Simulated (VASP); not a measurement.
Data:

```
CELL_PARAMETERS angstrom
      3.27370     0.00000     0.00000
     -1.63685     2.83511     0.00000
      0.00000     0.00000     5.95003
ATOMIC_POSITIONS crystal
  Ti 0.00000 0.00000 0.00000
  Cr 0.00000 0.00000 0.50000
  S  0.33333 0.66667 0.26234
  S  0.66667 0.33333 0.73766
```

Computed with PBEsol GGA with spin-orbit coupling, VASP's PBE PAW potentials (set 64) (plane waves; VASP 6.6.1). Run with 400 eV cut-off, 10×10×5 Γ-centred mesh, Gaussian smearing of 0.050 eV, potentials Ti_sv Cr_pv S.

The run has a spin-polarised start.

**Question.** Predict the energy per atom (σ→0), pressure, band gap (over mesh and band path) with the smallest direct gap where there is one.

**Answer.** 
| Quantity | Value |
|---|---|
| band gap (over mesh and band path) | none (metal, semimetal or under 0.01 eV) |
| energy per atom (σ→0) | -7.843 eV/atom |
| pressure | -6.51 GPa |

Only differences to runs with the same potentials and settings are physical.

The structure comes from a computed database's TiCrS2 entry (P-3m1); how it stands against other phases isn't given here. It was relaxed first, which changed the volume by -9 %.
